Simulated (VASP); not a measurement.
BiTe under changes of volume

One of the cells (32.948 Å³/atom); the others are scaled copies at fixed shape and fractional positions:

```xyz
2
Lattice="0.0000 3.2059 3.2059 3.2059 0.0000 3.2059 3.2059 3.2059 0.0000" Properties=species:S:1:pos:R:3 pbc="T T T"
Bi    0.0000    0.0000    0.0000
Te    3.2059    3.2059    3.2059
```

```yaml
Program: VASP 6.6.1
Functional: PBE
Dispersion: D3(BJ)
Potentials_or_basis: VASP PAW PBE potentials, release 64 (Bi_d, Te)
Cutoff: 520 eV
k_mesh: 6 × 6 × 6
Occupations: fermi-dirac, width 0.05 eV
Spin: no spin polarisation
```

```csv
volume (Å³/atom),energy over the lowest point (meV/atom),pressure (GPa)
31.630,?,?
32.289,2.35,1.1
32.948,0.00,0.0
33.607,1.88,-1.0
34.266,7.54,-1.9
```

Problem. What does the run at 31.630 Å³/atom give?

Solution. Energy over the lowest point 9.31 meV/atom; pressure 2.3 GPa.

Worked out: A Birch-Murnaghan fit of order 2 (a polynomial in V^(-2/3)) to the other rows has its minimum at 32.97 Å³/atom with B0 = V·E''(V) = 51 GPa. It gives 9.34 meV/atom at 31.630 Å³/atom, against the run's 9.31, and -dE/dV = 2.3 GPa, against 2.3.

Energies are extrapolated to zero smearing.

Caveats: pairwise dispersion overbinds metals, which lowers pressure and volume.
